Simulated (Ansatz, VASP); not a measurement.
# V2S2N (V2NS2 MXene monolayer) in two plane-wave programs, part 2 of 2

Wanted: the spread between two codes on one cell, functional and k mesh. The structure shown is the start of the Ansatz relaxation below; VASP solves that cell, so the two are compared at the walk's first step.

VASP 6.6.1 and Ansatz 0.2.0.

So far: Starting point; Ansatz: relaxation, PBE with D3(BJ).

### Step 3. VASP: single point, PBE with D3(BJ), start cell

Level of this step: PBE with D3(BJ), zero-moment start; plane waves and PAW (S, V_sv, N) (VASP).

The same cell, functional, mesh and smearing now go to VASP, with its own data sets.

Lines of VASP's logs that name or quote its potential files are left out, and so is its time.

The input, INCAR:

```
SYSTEM = V2S2N
PREC = Accurate
ENCUT = 520
EDIFF = 1E-06
NELM = 200
ISMEAR = -1
SIGMA = 0.05
LREAL = .FALSE.
ALGO = Normal
GGA = PE
IVDW = 12
NBANDS = 30
ISPIN = 2
MAGMOM = 0 0 -0 -0 0
LASPH = .TRUE.
LMAXMIX = 4
LORBIT = 11
LWAVE = .FALSE.
LCHARG = .FALSE.
ISIF = 2
LDIPOL = .TRUE.
IDIPOL = 3
DIPOL = 0.5 0.5 0.5
LVHAR = .TRUE.
GGA_COMPAT = .FALSE.
NELMDL = -8
KPAR = 2
```

The input, POSCAR:

```
V2S2N
1.0
    2.9406520000      0.0000000000      0.0000000000
   -1.4703260000      2.5466790000      0.0000000000
    0.0000000000      0.0000000000     42.5892370000
S V N
2 2 1
Direct
    0.3333333333      0.6666666667      0.4320340371
    0.6666666667      0.3333333333      0.5679659629
    0.6666666667      0.3333333333      0.4727559688
    0.3333333333      0.6666666667      0.5272440546
    0.0000000000      0.0000000000      0.5000000117
```

The input, KPOINTS:

```
Automatic mesh
0
Gamma
12 12 1
0 0 0
```

The projector-augmented-wave data sets are S, V_sv and N (PBE family, release 64).

The run is started by

```bash
$ mpirun -np 2 vasp_std
```

Numbers of over 12 decimals in the logs are rounded to 6 here.

Log:

```text
[banner, memory and clock lines left out]
running    2 mpi-ranks, on    1 nodes
 distrk:  each k-point on    1 cores,    2 groups
 distr:  one band on    1 cores,    1 groups

 POSCAR found type information on POSCAR S V N
 POSCAR found :  3 types and       5 ions
 LDA part: xc-table for (Slater+PW92), standard interpolation
 POSCAR, INCAR and KPOINTS ok, starting setup
 FFT: planning ... GRIDC
 FFT: planning ... GRID_SOFT
 FFT: planning ... GRID
 WAVECAR not read
 entering main loop
       N       E                     dE             d eps       ncg     rms          rms(c)
DAV:   1     0.404395765019E+03    0.40440E+03   -0.22379E+04  3000   0.112E+03
DAV:   2    -0.708067429197E+01   -0.41148E+03   -0.40064E+03  2828   0.330E+02
DAV:   3    -0.456135376828E+02   -0.38533E+02   -0.37589E+02  2900   0.946E+01
DAV:   4    -0.469264440505E+02   -0.13129E+01   -0.12933E+01  2874   0.177E+01
DAV:   5    -0.469540212975E+02   -0.27577E-01   -0.27481E-01  2806   0.246E+00
DAV:   6    -0.469547409316E+02   -0.71963E-03   -0.71946E-03  3014   0.412E-01
DAV:   7    -0.469547644251E+02   -0.23493E-04   -0.23492E-04  2898   0.676E-02
DAV:   8    -0.469547655433E+02   -0.11182E-05   -0.11182E-05  2700   0.135E-02    0.379E+01
DAV:   9    -0.463652297471E+02    0.58954E+00   -0.97935E+01  2944   0.678E+01    0.260E+01
DAV:  10    -0.450695503651E+02    0.12957E+01   -0.86172E+01  2968   0.817E+01    0.214E+01
DAV:  11    -0.402619220353E+02    0.48076E+01   -0.14748E+01  2760   0.231E+01    0.117E+01
DAV:  12    -0.389178306285E+02    0.13441E+01   -0.42828E+00  3124   0.140E+01    0.232E+00
DAV:  13    -0.388714329664E+02    0.46398E-01   -0.33358E-01  2570   0.404E+00    0.186E+00
DAV:  14    -0.388359708054E+02    0.35462E-01   -0.95682E-02  2508   0.209E+00    0.103E+00
[...]
DAV:  25    -0.388231670495E+02   -0.29215E-04   -0.12858E-06  1880   0.800E-03    0.143E-03
DAV:  26    -0.388231859412E+02   -0.18892E-04   -0.53670E-07  1690   0.283E-03    0.118E-03
DAV:  27    -0.388231943610E+02   -0.84198E-05   -0.14239E-07  1490   0.143E-03    0.966E-04
DAV:  28    -0.388232005683E+02   -0.62073E-05   -0.49504E-07  1634   0.455E-03    0.201E-03
DAV:  29    -0.388232031291E+02   -0.25608E-05   -0.97595E-08  1410   0.227E-03    0.844E-04
DAV:  30    -0.388232043336E+02   -0.12045E-05   -0.58441E-08  1200   0.149E-03    0.310E-04
DAV:  31    -0.388232060866E+02   -0.17530E-05   -0.71570E-08  1404   0.102E-03    0.548E-04
DAV:  32    -0.388232066741E+02   -0.58750E-06   -0.26620E-08  1296   0.650E-04
   1 F= -.40659115E+02 E0= -.40647367E+02  d E =-.234975E-01  mag=     0.0001
```

From OUTCAR (step 3):

```text
ion  position               nearest neighbor table
   1  0.333  0.667  0.432-   3 2.43   3 2.43   3 2.43
   2  0.667  0.333  0.568-   4 2.43   4 2.43   4 2.43
   3  0.667  0.333  0.473-   5 2.06   5 2.06   5 2.06   1 2.43   1 2.43   1 2.43   4 2.88   4 2.88
                             4 2.88
   4  0.333  0.667  0.527-   5 2.06   5 2.06   5 2.06   2 2.43   2 2.43   2 2.43   3 2.88   3 2.88
                             3 2.88
   5  0.000  0.000  0.500-   4 2.06   3 2.06   4 2.06   3 2.06   4 2.06   3 2.06

  LATTYP: Found a hexagonal cell.
 ALAT       =     2.9406520000
 C/A-ratio  =    14.4829231749

 Subroutine GETGRP returns: Found 12 space group operations
 (whereof 12 operations were pure point group operations)

The static configuration has the point symmetry D_3d.

 Found     19 irreducible k-points:

   k-points           NKPTS =     19   k-points in BZ     NKDIM =     19   number of bands    NBANDS=     30

   dimension x,y,z NGX =    24 NGY =   24 NGZ =  320
   dimension x,y,z NGXF=    48 NGYF=   48 NGZF=  640

   ENCUT  =  520.0 eV  38.22 Ry    6.18 a.u.   5.47  5.47 79.19*2*pi/ulx,y,z

   NELECT =      43.0000    total number of electrons

 k-points in reciprocal lattice and weights: Automatic mesh
   0.00000000  0.00000000  0.00000000       0.007
   0.08333333  0.00000000  0.00000000       0.042
   0.16666667  0.00000000  0.00000000       0.042
   0.25000000  0.00000000  0.00000000       0.042
   0.33333333  0.00000000  0.00000000       0.042
   0.41666667  0.00000000  0.00000000       0.042
   0.50000000  0.00000000  0.00000000       0.021
   0.08333333  0.08333333  0.00000000       0.042
   0.16666667  0.08333333  0.00000000       0.083
[...]
0.33333333  0.25000000  0.00000000       0.083
   0.33333333  0.33333333  0.00000000       0.014

 dipolmoment           0.000000      0.000000     -0.000011 electrons x Angstroem

 average (electrostatic) potential at core
       1 -94.2734       2 -94.2736       3 -83.6171       4 -83.6172       5 -72.5326

 E-fermi :  -2.1424

 spin component 1
 k-point     1 :       0.0000    0.0000    0.0000
  band No.  band energies     occupation
    ...
     17      -3.5159      1.00000
     18      -3.5159      1.00000
     19      -3.4363      1.00000
     20      -2.8365      1.00000
     21      -2.8365      1.00000
     22      -1.8276      0.00184
     23      -1.8276      0.00184
     24      -1.4088      0.00000
     25      -1.4088      0.00000
     26      -1.3601      0.00000
    ...

 k-point     2 :       0.0833    0.0000    0.0000
  band No.  band energies     occupation
    ...
     17      -3.8156      1.00000
     18      -3.4460      1.00000
     19      -3.4374      1.00000
     20      -3.1298      1.00000
     21      -3.0496      1.00000
     22      -1.8806      0.00528
     23      -1.8085      0.00126
     24      -1.6238      0.00003
     25      -1.2912      0.00000
     26      -1.0909      0.00000
    ...

 k-point     3 :       0.1667    0.0000    0.0000
  band No.  band energies     occupation
    ...
     18      -4.0960      1.00000
     19      -3.5171      1.00000
     20      -3.4568      1.00000
     21      -3.1919      1.00000
     22      -2.2687      0.92587
     23      -1.9729      0.03260
     24      -1.6512      0.00005
     25      -1.0608      0.00000
     26      -0.9575      0.00000
     27      -0.4096      0.00000
    ...

 k-point     4 :       0.2500    0.0000    0.0000
  band No.  band energies     occupation
    ...
     18      -5.0371      1.00000
     19      -4.0309      1.00000
     20      -3.6525      1.00000
     21      -3.1240      1.00000
     22      -2.2549      0.90451
     23      -1.9872      0.04288
     24      -1.7066      0.00016
     25      -1.2618      0.00000
     26      -0.7882      0.00000
     27      -0.2461      0.00000
    ...

 k-point     5 :       0.3333    0.0000    0.0000
  band No.  band energies     occupation
    ...
     17      -6.0878      1.00000
     18      -5.3492      1.00000
     19      -4.4769      1.00000
     20      -3.7624      1.00000
     21      -3.2122      1.00000
     22      -2.1103      0.34445
     23      -1.6888      0.00011
     24      -1.5858      0.00001
     25      -1.1283      0.00000
     26      -0.8697      0.00000
    ...

 k-point     6 :       0.4167    0.0000    0.0000
  band No.  band energies     occupation
    ...
     17      -6.0500      1.00000
     18      -5.3842      1.00000
     19      -4.6866      1.00000
     20      -3.8427      1.00000
     21      -3.2805      1.00000
     22      -2.1133      0.35809
     23      -1.3445      0.00000
     24      -1.1729      0.00000
     25      -0.9503      0.00000
     26      -0.9324      0.00000
    ...

 Edisp (eV)   -1.83591

  Total       0.14398     0.14398    -8.63600     0.00000     0.00000     0.00000
  in kB       0.72328     0.72328   -43.38157     0.00000     0.00000     0.00000
  external pressure =      -13.98 kB  Pullay stress =        0.00 kB

  energy-cutoff  :      520.00
  volume of cell :      318.95
      direct lattice vectors                 reciprocal lattice vectors
     2.940652000  0.000000000  0.000000000     0.340060640  0.196334128  0.000000000
    -1.470326000  2.546679000  0.000000000     0.000000000  0.392668255  0.000000000
     0.000000000  0.000000000 42.589237000     0.000000000  0.000000000  0.023480111

 POSITION                                       TOTAL-FORCE (eV/Angst)
 -----------------------------------------------------------------------------------
     -0.00000      1.69779     18.40000         0.000000      0.000000      1.593884
      1.47033      0.84889     24.18924         0.000000     -0.000000     -1.593884
      1.47033      0.84889     20.13432        -0.000000     -0.000000     -0.269439
     -0.00000      1.69779     22.45492         0.000000      0.000000      0.269439
      0.00000      0.00000     21.29462        -0.000000     -0.000000     -0.000000
 -----------------------------------------------------------------------------------
    total drift:                               -0.000000      0.000000     -0.003747

  FREE ENERGIE OF THE ION-ELECTRON SYSTEM (eV)
  ---------------------------------------------------
  free  energy   TOTEN  =       -40.6591154530 eV

  energy  without entropy=      -40.6356179990  energy(sigma->0) =      -40.64736673

 vacuum level on the upper side and lower side of the slab         2.846         2.847

 total charge
# of ion       s       p       d       tot
------------------------------------------
    1        1.380   2.273   0.000   3.653
    2        1.380   2.273   0.000   3.653
    3        2.235   6.253   3.120  11.609
    4        2.235   6.253   3.120  11.609
    5        1.249   2.483   0.000   3.732
--------------------------------------------------
tot          8.480  19.535   6.241  34.255

 magnetization (x)
# of ion       s       p       d       tot
------------------------------------------
    1       -0.000  -0.000   0.000  -0.000
    2       -0.000  -0.000   0.000  -0.000
    3        0.000   0.000   0.000   0.000
    4        0.000   0.000   0.000   0.000
    5       -0.000  -0.000   0.000  -0.000
--------------------------------------------------
tot         -0.000  -0.000   0.000   0.000

[... 6 further parts left out ...]
```

This run allows spin, but its moments start at zero, where symmetry between the spins tends to hold them, although V can carry a moment. Its electron count is odd, so without a moment it is a metal by construction.

### Step 4. Side by side

Known differences besides the potentials themselves: Ansatz cuts the interaction across the vacuum, VASP repeats the sheet with a dipole correction; the cutoff is 420 eV in Ansatz and 520 eV in VASP. Total energies have different zeros and are not compared.

Forces (eV/Å; atoms numbered as in POSCAR):

| atom | Ansatz x, y, z | VASP x, y, z |
| --- | --- | --- |
| S1 | 0.000, 0.000, 1.592 | 0.000, 0.000, 1.594 |
| S2 | 0.000, 0.000, -1.592 | 0.000, 0.000, -1.594 |
| V3 | 0.000, 0.000, -0.229 | 0.000, 0.000, -0.269 |
| V4 | 0.000, 0.000, 0.229 | 0.000, 0.000, 0.269 |
| N5 | 0.000, 0.000, 0.000 | 0.000, 0.000, 0.000 |

The forces differ by 15 meV/Å r.m.s., which is 2.5 % of the r.m.s. force of 0.590 eV/Å (both taken over all components). Moments aren't recorded for both runs of this pair, so they may hold unlike magnetic states. With vacuum in the cell, a pressure given here is an average over mostly empty space and none of the material.

### Step 5. Outcome

```yaml
r_m_s_force_difference_single_point_pbe_with_d3_bj_start_cell: 2.5 % of the r.m.s. force
```

What this shows: The r.m.s. force difference is 2.5 % of the r.m.s. force (single point, PBE with D3(BJ), start cell), within the 3 % picked in this series as the mark of a large difference. 1 further run of this series is not shown here. How closely two codes agree says nothing of how well the functional describes the real material.

[Lines on the potential files, build, host, timing and source positions are cut from VASP's logs without a mark.]

[Logs are printed without paths, hosts, clocks, repeated set-up lines and the standing remarks that a program may print on its own settings, such as how far it seeks lower states.]

[Hosts, paths, dates, database ids (printed as entryN), source tags and the programs' standing remarks are cut or masked in the printed files.]
